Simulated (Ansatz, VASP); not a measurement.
**Cross-check of Si2Ni (NiSi2 strained to the junction's net) between VASP and Ansatz**

Aim: how closely do two programs agree when they are given the same cell, functional and k mesh? The cell is generated by rule, not measured, and may not be a known phase. The structure shown is the end of the Ansatz relaxation below.

Method: plane waves, with VASP 6.6.1 beside it; single point at PBE, in Ansatz 0.2.0.

## Step 1: Set-up

Symmetry: R-3m, No. 166, trigonal system. The conventional cell has a = 3.854 Å, b = 3.854 Å, c = 9.464 Å, α = 90.00°, β = 90.00°, γ = 120.00°. Nearest to Si lie 4 Ni at 2.36 Å. Nearest to Ni lie 8 Si at 2.36 Å. Farther neighbours are not listed.

Structure file:

```cif
data_structure
_symmetry_space_group_name_H-M 'R-3m:H'
_symmetry_Int_Tables_number 166
_cell_length_a 3.8540
_cell_length_b 3.8540
_cell_length_c 9.4637
_cell_angle_alpha 90.000
_cell_angle_beta 90.000
_cell_angle_gamma 120.000
_cell_volume 121.73
loop_
_atom_site_label
_atom_site_type_symbol
_atom_site_symmetry_multiplicity
_atom_site_Wyckoff_symbol
_atom_site_fract_x
_atom_site_fract_y
_atom_site_fract_z
_atom_site_occupancy
Si1 Si 6 c 0.00000 0.00000 0.24940 1
Ni1 Ni 3 a 0.00000 0.00000 0.00000 1
```

## Step 2: Ansatz: relaxation, PBE

Ansatz runs on its default PAW (the set named soft_2) files.

This run makes the geometry at which the two programs are then compared.

File input.yaml:

```yaml
crystal:
  lattice:
    - [3.854, 0.0, 0.0]
    - [-1.927, 3.3376619062, 0.0]
    - [0.0, 0.0, 9.3803275766]
  atoms:
    - { symbol: Si, position: [0.0, 0.0, 0.0] }
    - { symbol: Ni, position: [0.3333333333, 0.6666666667, 0.0833333333] }
    - { symbol: Si, position: [0.6666666667, 0.3333333333, 0.1666666667] }
    - { symbol: Si, position: [0.3333333333, 0.6666666667, 0.3333333333] }
    - { symbol: Ni, position: [0.6666666667, 0.3333333333, 0.4166666667] }
    - { symbol: Si, position: [0.0, 0.0, 0.5] }
    - { symbol: Si, position: [0.6666666667, 0.3333333333, 0.6666666667] }
    - { symbol: Ni, position: [0.0, 0.0, 0.75] }
    - { symbol: Si, position: [0.3333333333, 0.6666666667, 0.8333333333] }
kpoints:
  mp_grid: { grid: [12, 12, 3] }
scf:
  occupations: { method: fermi_dirac, width: 0.1 }
  max_iter: 150
hamiltonian:
  xc: pbe
relax:
  f_tol: 0.01
  max_steps: 40
  cell: { fix: [a, b, angles] }
```

The run is started by

```bash
ansatz run input.yaml --threads 8 --pin off --max-ram 24576MiB --backend cpu --events-out ev --progress --plain --runs-dir out
```

Numbers of over 12 decimals in the logs are rounded to 6 here.

Log:

```text
Engine: ansatz 0.2.0, aarch64-unknown-linux-gnu
Pseudopotentials: kind: paw
Pseudopotential: Si, paw, valence charge 4, recommended cutoff 420 eV (normal), Si.paw.azcp
Pseudopotential: Ni, paw, valence charge 18, recommended cutoff 420 eV (normal), Ni.paw.azcp
Functional definition: PBE
  parameter kappa = 0.804
  parameter beta = 0.066725
  exchange = pbe_x(kappa = kappa, mu = beta*pi^2/3)
  correlation = pbe_c(beta = beta)
Crystal: 9 atoms, lattice volume = 120.662 Å³
Basis set: ecut = 420 eV, 2299 PW (Γ), exchange–correlation on 54×54×128 points (8 copies of the dense FFT grid, shifted against one another)
Bands: 48, of which v1, the nominal top of the filled ones, is band 39 counted from 1 (38 counted from 0)
Symmetry: 36 space group operations
Space group: R-3m (ITA 166), of the structure as read, at distance tolerance 4.9e-5 Å
k-points: 50 of 432
Non-local potential: Si, projectors of the file, l = 0: 2, l = 1: 2, l = 2: 2
Non-local potential: Ni, projectors of the file, l = 0: 3, l = 1: 2, l = 2: 3, l = 3: 1
PAW form: soft (Blöchl's): semilocal exchange-correlation on the pseudo side does not see the compensation charge
PAW one-centre angular grid: Si, 110 points (default); XC on 64 Gauss nodes
PAW one-centre angular grid: Ni, 590 points (default); XC on 64 Gauss nodes
Initial density: superposition of atomic densities (neutral atoms: chi_scale 0, normalization atom), corrected by the library's trained network
Initial wavefunctions: pseudopotential atomic-orbital guess
Functional: x = pbe(κ = 0.804, μ = 0.219515), c = pbe(β = 0.066725)
SCF iter   1: F=—  HF=-21337.248907 eV  |F-HF|=—  |Δ(HF+E_count)|=         —  Δρ=1.03e-2  dr2=9.13e-2  ethr=1.77e-3  ⟨swp⟩=7.7  Hψ=10226  notcnv=0  defer=3
preconditioner: auto → Kerker (q_TF=auto, 2.537 Å⁻¹)  [metal: Δε(μ)=0.023 eV  Ē_g=7.301 eV  σ=0.100 eV  W_gap=0.06  n_scr=36 (ndim 8)  ℏωp=24.8 eV  f_vac=0.000  D(μ)=2.82/eV (n_scr^D=24)]
SCF iter   2: F=—  HF=-21337.240490 eV  |F-HF|=—  |Δ(HF+E_count)|=   8.42e-3  Δρ=4.22e-3  dr2=1.86e-2  ethr=1.17e-4  ⟨swp⟩=2.0  Hψ=2994  notcnv=0  defer=3
SCF iter   3: F=—  HF=-21337.238551 eV  |F-HF|=—  |Δ(HF+E_count)|=   1.94e-3  Δρ=5.43e-4  dr2=2.55e-4  ethr=2.38e-5  ⟨swp⟩=1.4  Hψ=2591  notcnv=0  defer=5
SCF iter   4: F=—  HF=-21337.238700 eV  |F-HF|=—  |Δ(HF+E_count)|=   1.49e-4  Δρ=1.94e-4  dr2=6.13e-5  ethr=3.27e-7  ⟨swp⟩=2.1  Hψ=4284  notcnv=0  defer=5
SCF iter   5: F=—  HF=-21337.238692 eV  |F-HF|=—  |Δ(HF+E_count)|=   8.46e-6  Δρ=2.15e-4  dr2=3.93e-5  ethr=7.86e-8  ⟨swp⟩=2.0  Hψ=3738  notcnv=0  defer=5
SCF iter   6: F=—  HF=-21337.238694 eV  |F-HF|=—  |Δ(HF+E_count)|=   2.29e-6  Δρ=5.89e-5  dr2=4.45e-6  ethr=5.04e-8  ⟨swp⟩=2.1  Hψ=3353  notcnv=0  defer=5
SCF iter   7: F=—  HF=-21337.238696 eV  |F-HF|=—  |Δ(HF+E_count)|=   1.85e-6  Δρ=1.17e-5  dr2=2.33e-7  ethr=5.70e-9  ⟨swp⟩=2.0  Hψ=3445  notcnv=0  defer=5
SCF iter   8: F=-21337.238696 eV  HF=-21337.238696 eV  |F-HF|=2.68e-9  |Δ(HF+E_count)|=   1.49e-7  Δρ=2.66e-6  dr2=1.32e-8  ethr=1.28e-10  ⟨swp⟩=4.1  Hψ=8471  notcnv=0
SCF 1 converged in 8 iterations: F = -21337.238696 eV  dr2 = 1.32e-8
  greatest PAW one-centre occupation: 1.000 electrons in one spin orbital (limit 2), on the Ni atom at site 7 (counted from 0), in its partial waves of l = 1
relax step   1: F+E_penalty+E_count = -21337.23869597 eV  Δ(F+E_penalty+E_count) = +0.000e0 eV  max|allowed force component| = 1.656e-2 eV/Å  Δτ_max = 0.0000 Å  P = +0.465 GPa  Ω = 120.662 Å³  fix = [a, b, alpha, beta, gamma]  reactions: a -0.459, b -0.459 GPa  (8 SCF iters, dr2 threshold 1.00e-7 eV, accepted)
[...]
relax step   2: F+E_penalty+E_count = -21337.24436452 eV  Δ(F+E_penalty+E_count) = -5.669e-3 eV  max|allowed force component| = 1.014e-2 eV/Å  Δτ_max = 0.0032 Å  P = -0.219 GPa  Ω = 121.235 Å³  energy of the carried Pulay correction = -1.538e-4 eV  fix = [a, b, alpha, beta, gamma]  reactions: a -0.875, b -0.875 GPa  (6 SCF iters, dr2 threshold 9.00e-7 eV, accepted)
[...]
relax step   3: F+E_penalty+E_count = -21337.24588730 eV  Δ(F+E_penalty+E_count) = -1.523e-3 eV  max|allowed force component| = 2.620e-3 eV/Å  Δτ_max = 0.0025 Å  P = -0.800 GPa  Ω = 121.735 Å³  energy of the carried Pulay correction = -2.876e-4 eV  fix = [a, b, alpha, beta, gamma]  reactions: a -1.216, b -1.216 GPa  (6 SCF iters, dr2 threshold 9.00e-7 eV, accepted)
[...]
relax step   4: F+E_penalty+E_count = -21337.24617818 eV  Δ(F+E_penalty+E_count) = -2.909e-4 eV  max|allowed force component| = 2.582e-3 eV/Å  Δτ_max = 0.0000 Å  P = -0.799 GPa  Ω = 121.735 Å³  fix = [a, b, alpha, beta, gamma]  reactions: a -1.216, b -1.216 GPa  stress off target by 3.51e-2 GPa on what of the cell is left free  SCF on the basis re-selected at this cell (its energy is not comparable with the rows above)  (6 SCF iters)
basis re-selected at this cell: Δ(F+E_penalty+E_count) = -2.909e-4 eV, ΔP = +0.001 GPa vs the last step (what re-selecting the basis moved, of the pressure what is left beyond the Pulay correction that the steps carried, after the strain that the cell walked since its last selection, with what the two solves' SCF thresholds leave and, on support functions, any second-order correction that the steps lacked; it is no m [...]
SCF converged after 6 iterations
Free energy (F): -21337.246178 eV
Harris-Foulkes:  -21337.246178 eV  (|F-HF|=3.64e-12)
Internal energy: -21337.155848 eV  (E = F + TS)
E sigma→0 (E₀):  -21337.201013 eV
Entropy (-TS):   -0.090331 eV (-10.037 meV/atom)
Fermi energy:    12.767247 eV
--- Per-component energies (eV) ---
  E_band       = -1059.234767
  E_kinetic    = 1106.598031
  E_local      = -14823.427074  (includes V_loc(G=0)·N_el)
  E_nonlocal   = 2038.927542
  E_hartree    = 6406.750906
  E_xc         = -595.946713
  E_vxc        = -622.957204  (∫ρ·V_xc dr)
  E_paw        = -7954.448201  (= ΣΔE_a)
  E_vpaw       = -1571.879320  (= ΣTr[D̂ρ^β])
  E_aug_tail   = 0.001510  (compensation charges beyond the density's cutoff)
  E_ewald      = -7515.611848
  E_smearing   = -0.090331  (= −TS)
  E_closure    = 0.000000  (closes the sum)
  Σ components = -21337.246178   (vs F -21337.246178, Δ=0.00e0)
--- Forces (eV/Å), atoms counted from 1 ---
  atom   1  Si     0.00000000    -0.00000000     0.00258174
  atom   2  Ni     0.00000000     0.00000000     0.00000000
  atom   3  Si    -0.00000000     0.00000000    -0.00258174
  atom   4  Si     0.00000000    -0.00000000     0.00258174
  atom   5  Ni     0.00000000     0.00000000     0.00000000
  atom   6  Si     0.00000000     0.00000000    -0.00258174
  atom   7  Si     0.00000000    -0.00000000     0.00258174
  atom   8  Ni    -0.00000000    -0.00000000     0.00000000
  atom   9  Si     0.00000000     0.00000000    -0.00258174
  max |Σ_I F_I| component: 4.93e-17 eV/Å
--- Stress (GPa, compression-positive) ---
       -1.215915      -0.000000      -0.000000
       -0.000000      -1.215915      -0.000000
       -0.000000      -0.000000       0.035064
  P = ⅓ Tr σ = -0.7989 GPa (-7.989 kbar)
--- Relaxed structure (3 steps of the walk, 3 accepted, 1 SCFs on fresh bases) ---
  F+E_penalty+E_count = -21337.24617818 eV   max|allowed force component| = 2.582e-3 eV/Å   (the final SCF, on the basis selected at the relaxed cell)
  cell:  # Å, volume = 121.7349 Å³
    - [3.854000, 0, 0]
    - [-1.927000, 3.337662, 0]
    - [0, 0, 9.463701]
  atoms:
    - { symbol: Si, position: [-1.87361349801597e-19, 0, -0.000600474] }
    - { symbol: Ni, position: [0.333333, 0.666667, 0.083333] }
    - { symbol: Si, position: [0.666667, 0.333333, 0.167267] }
    - { symbol: Si, position: [0.333333, 0.666667, 0.332733] }
    - { symbol: Ni, position: [0.666667, 0.333333, 0.416667] }
    - { symbol: Si, position: [1.8736134980159692e-19, 0, 0.500600] }
    - { symbol: Si, position: [0.666667, 0.333333, 0.666066] }
    - { symbol: Ni, position: [0, 0, 0.750000] }
    - { symbol: Si, position: [0.333333, 0.666667, 0.833934] }
```

Reading the cycles: dr2 is the Hartree energy of the density residual (eV), the measure of convergence; HF is the Harris–Foulkes estimate of the energy, which meets the free energy F at convergence.

## Step 3: VASP: single point, PBE

The same cell, functional, mesh and smearing now go to VASP, with its own data sets.

Lines of VASP's logs that name or quote its potential files are left out, and so is its time.

File INCAR:

```
SYSTEM = Si2Ni
PREC = Accurate
ENCUT = 600
EDIFF = 1E-06
NELM = 120
ISMEAR = -1
SIGMA = 0.1
LREAL = .FALSE.
ALGO = Normal
GGA = PE
NBANDS = 36
LASPH = .TRUE.
LORBIT = 11
LWAVE = .FALSE.
LCHARG = .FALSE.
ISIF = 2
GGA_COMPAT = .FALSE.
KPAR = 2
```

File POSCAR:

```
Si2Ni
1.0
    3.8540000000      0.0000000000      0.0000000000
   -1.9270000000      3.3376619062      0.0000000000
    0.0000000000      0.0000000000      9.4637013605
Si Ni
6 3
Direct
    0.0000000000      0.0000000000      0.9993995261
    0.6666666667      0.3333333333      0.1672671405
    0.3333333333      0.6666666667      0.3327328595
    0.0000000000      0.0000000000      0.5006004739
    0.6666666667      0.3333333333      0.6660661928
    0.3333333333      0.6666666667      0.8339338072
    0.3333333333      0.6666666667      0.0833333333
    0.6666666667      0.3333333333      0.4166666667
    0.0000000000      0.0000000000      0.7500000000
```

File KPOINTS:

```
Automatic mesh
0
Gamma
12 12 3
0 0 0
```

The projector-augmented-wave data sets are Si and Ni (PBE family, release 64).

The run is started by

```bash
mpirun -np 2 vasp_std
```

Log:

```text
[banner, memory and clock lines left out]
running    2 mpi-ranks, on    1 nodes
 distrk:  each k-point on    1 cores,    2 groups
 distr:  one band on    1 cores,    1 groups

 POSCAR found type information on POSCAR SiNi
 POSCAR found :  2 types and       9 ions
 LDA part: xc-table for (Slater+PW92), standard interpolation
 POSCAR, INCAR and KPOINTS ok, starting setup
 FFT: planning ... GRIDC
 FFT: planning ... GRID_SOFT
 FFT: planning ... GRID
 WAVECAR not read
 entering main loop
       N       E                     dE             d eps       ncg     rms          rms(c)
DAV:   1     0.354947038135E+03    0.35495E+03   -0.24943E+04  3600   0.175E+03
DAV:   2    -0.253373154157E+02   -0.38028E+03   -0.36601E+03  3600   0.367E+02
DAV:   3    -0.567862947117E+02   -0.31449E+02   -0.30070E+02  4188   0.117E+02
DAV:   4    -0.581106815873E+02   -0.13244E+01   -0.13105E+01  4464   0.219E+01
DAV:   5    -0.581541082736E+02   -0.43427E-01   -0.43366E-01  4604   0.407E+00    0.279E+01
DAV:   6    -0.722841040821E+02   -0.14130E+02   -0.17680E+02  4580   0.199E+02    0.442E+01
DAV:   7    -0.532803367344E+02    0.19004E+02   -0.44088E+01  4372   0.114E+02    0.111E+01
DAV:   8    -0.523756488073E+02    0.90469E+00   -0.15438E+01  5460   0.498E+01    0.652E+00
DAV:   9    -0.521428072556E+02    0.23284E+00   -0.22185E+00  5108   0.181E+01    0.164E+00
DAV:  10    -0.521448972218E+02   -0.20900E-02   -0.46745E-02  4672   0.211E+00    0.964E-01
DAV:  11    -0.521421952372E+02    0.27020E-02   -0.99581E-03  4064   0.455E-01    0.473E-01
DAV:  12    -0.521418267884E+02    0.36845E-03   -0.32896E-03  4752   0.821E-01    0.188E-01
DAV:  13    -0.521417589737E+02    0.67815E-04   -0.56000E-04  4640   0.378E-01    0.276E-02
DAV:  14    -0.521417639236E+02   -0.49499E-05   -0.61853E-05  4788   0.776E-02    0.265E-02
DAV:  15    -0.521417644885E+02   -0.56487E-06   -0.42007E-06  4016   0.124E-02
   1 F= -.52141764E+02 E0= -.52096446E+02  d E =-.906367E-01
```

OUTCAR, selected parts (step 3):

```text
ion  position               nearest neighbor table
   1  0.000  0.000  0.999-   9 2.36   7 2.36   7 2.36   7 2.36   6 2.72   6 2.72   6 2.72   2 2.73
                             2 2.73   2 2.73
   2  0.667  0.333  0.167-   8 2.36   7 2.36   7 2.36   7 2.36   3 2.72   3 2.72   3 2.72   1 2.73
                             1 2.73   1 2.73
   3  0.333  0.667  0.333-   7 2.36   8 2.36   8 2.36   8 2.36   2 2.72   2 2.72   2 2.72   4 2.73
                             4 2.73   4 2.73
   4  0.000  0.000  0.501-   9 2.36   8 2.36   8 2.36   8 2.36   5 2.72   5 2.72   5 2.72   3 2.73
                             3 2.73   3 2.73
   5  0.667  0.333  0.666-   8 2.36   9 2.36   9 2.36   9 2.36   4 2.72   4 2.72   4 2.72   6 2.73
                             6 2.73   6 2.73
   6  0.333  0.667  0.834-   7 2.36   9 2.36   9 2.36   9 2.36   1 2.72   1 2.72   1 2.72   5 2.73
                             5 2.73   5 2.73
   7  0.333  0.667  0.083-   6 2.36   3 2.36   1 2.36   2 2.36   2 2.36   1 2.36   1 2.36   2 2.36

  LATTYP: Found a hexagonal cell.
 ALAT       =     3.8540000000
 C/A-ratio  =     2.4555530256

 Subroutine GETGRP returns: Found 12 space group operations
 (whereof  6 operations were pure point group operations)

The static configuration has the point symmetry C_3v.
 The point group associated with its full space group is D_3d.

 Found     50 irreducible k-points:

   k-points           NKPTS =     50   k-points in BZ     NKDIM =     50   number of bands    NBANDS=     36

   dimension x,y,z NGX =    32 NGY =   32 NGZ =   80
   dimension x,y,z NGXF=    64 NGYF=   64 NGZF=  160

   ENCUT  =  600.0 eV  44.10 Ry    6.64 a.u.   7.70  7.70 18.90*2*pi/ulx,y,z

   NELECT =      54.0000    total number of electrons

 k-points in reciprocal lattice and weights: Automatic mesh
   0.00000000  0.00000000  0.00000000       0.002
   0.08333333  0.00000000  0.00000000       0.014
   0.16666667 -0.00000000  0.00000000       0.014
   0.25000000  0.00000000  0.00000000       0.014
   0.33333333 -0.00000000  0.00000000       0.014
   0.41666667 -0.00000000  0.00000000       0.014
   0.50000000  0.00000000  0.00000000       0.007
   0.08333333  0.08333333  0.00000000       0.014
   0.16666667  0.08333333  0.00000000       0.028
[...]
-0.25000000 -0.41666667  0.33333333       0.028
   0.33333333  0.33333333  0.33333333       0.009

 average (electrostatic) potential at core
       1 -80.2677       2 -80.2677       3 -80.2677       4 -80.2677       5 -80.2677
       6 -80.2677       7 -82.6155       8 -82.6155       9 -82.6155

 E-fermi :  10.0012

 k-point     1 :       0.0000    0.0000    0.0000
  band No.  band energies     occupation
    ...
     21       9.3601      1.99672
     22       9.3601      1.99672
     23       9.3601      1.99672
     24       9.3601      1.99672
     25       9.5479      1.97873
     26      11.4341      0.00000
     27      11.4341      0.00000
     28      11.7060      0.00000
     29      11.7233      0.00000
     30      11.7233      0.00000
    ...

 k-point     2 :       0.0833    0.0000    0.0000
  band No.  band energies     occupation
    ...
     21       8.5262      2.00000
     22       8.8065      1.99999
     23       9.1827      1.99944
     24       9.5053      1.98606
     25       9.5889      1.96811
     26      10.8124      0.00060
     27      11.0215      0.00007
     28      11.0452      0.00006
     29      11.5985      0.00000
     30      11.6047      0.00000
    ...

 k-point     3 :       0.1667   -0.0000    0.0000
  band No.  band energies     occupation
    ...
     21       7.7483      2.00000
     22       8.1915      2.00000
     23       8.4842      2.00000
     24       8.9154      1.99996
     25       9.3751      1.99619
     26      10.2039      0.23278
     27      10.3064      0.09023
     28      10.4714      0.01798
     29      11.3663      0.00000
     30      11.3863      0.00000
    ...

  Total       -0.9479505     -0.9479505      0.0200957      0.0000000     -0.0000000      0.0000000
  in kB      -12.4761670    -12.4761670      0.2644836      0.0000000     -0.0000000      0.0000000
  external PRESSURE =      -8.2292835 kB  Pullay stress =       0.0000000 kB

  energy-cutoff  :      600.00
  volume of cell :      121.73
      direct lattice vectors                 reciprocal lattice vectors
     3.854000000  0.000000000  0.000000000     0.259470680  0.149805467  0.000000000
    -1.927000000  3.337661906  0.000000000     0.000000000  0.299610934  0.000000000
     0.000000000  0.000000000  9.463701360     0.000000000  0.000000000  0.105666902

 POSITION                                       TOTAL-FORCE (eV/Angst)
 -----------------------------------------------------------------------------------
      0.00000      0.00000      9.45802        -0.000000     -0.000000      0.001382
      1.92700      1.11255      1.58297         0.000000     -0.000000     -0.001382
     -0.00000      2.22511      3.14888        -0.000000      0.000000      0.001382
      0.00000      0.00000      4.73753         0.000000      0.000000     -0.001382
      1.92700      1.11255      6.30345        -0.000000     -0.000000      0.001382
     -0.00000      2.22511      7.89210         0.000000      0.000000     -0.001382
     -0.00000      2.22511      0.78864         0.000000      0.000000      0.000000
      1.92700      1.11255      3.94321        -0.000000     -0.000000      0.000000
      0.00000      0.00000      7.09778         0.000000      0.000000      0.000000
 -----------------------------------------------------------------------------------
    total drift:                                0.000000      0.000000     -0.000000

  FREE ENERGIE OF THE ION-ELECTRON SYSTEM (eV)
  ---------------------------------------------------
  free  energy   TOTEN  =       -52.1417644885 eV

  energy  without entropy=      -52.0511278025  energy(sigma->0) =      -52.09644615

 total charge
# of ion       s       p       d       tot
------------------------------------------
    1        0.744   0.827   0.000   1.571
    2        0.744   0.827   0.000   1.571
    3        0.744   0.827   0.000   1.571
    4        0.744   0.827   0.000   1.571
    5        0.744   0.827   0.000   1.571
    6        0.744   0.827   0.000   1.571
    7        0.545   0.762   8.432   9.740
    8        0.545   0.762   8.432   9.740
    9        0.545   0.762   8.432   9.740
--------------------------------------------------
tot          6.102   7.248  25.297  38.647

[... 3 further parts left out ...]
```

The run ends at a pressure of -0.82 GPa, with forces up to 0.0014 eV/Å.

## Step 4: Side by side

Known differences besides the potentials themselves: the data sets hold 78 valence electrons in Ansatz (on its default PAW (the set named soft_2) files) and 54 in VASP; the cutoff is 420 eV in Ansatz and 600 eV in VASP; Ansatz's pressure holds a Pulay correction, VASP's none. Total energies have different zeros and are not compared.

Both answers:

| quantity | Ansatz | VASP | difference |
| --- | --- | --- | --- |
| pressure (GPa) | -0.80 | -0.82 | +0.02 |

## Step 5: Results

```yaml
difference_in_pressure_single_point_pbe: 0.024 GPa
```

What this shows: The difference in pressure is 0.024 GPa (single point, PBE), within the 1 GPa picked in this series as the mark of a large difference. The data sets hold unlike numbers of valence electrons (78 in Ansatz and 54 in VASP), so part of the differences comes from the potentials. 1 further run of this series is not shown here. Such differences can come from data sets, numerical settings and the points named under the comparisons, not from the functional's error against experiment.

[Lines on the potential files, build, host, timing and source positions are cut from VASP's logs without a mark.]

[Logs are printed without paths, hosts, clocks, repeated set-up lines and the standing remarks that a program may print on its own settings, such as how far it seeks lower states.]

[Hosts, paths, dates, database ids (printed as entryN), source tags and the programs' standing remarks are cut or masked in the printed files.]
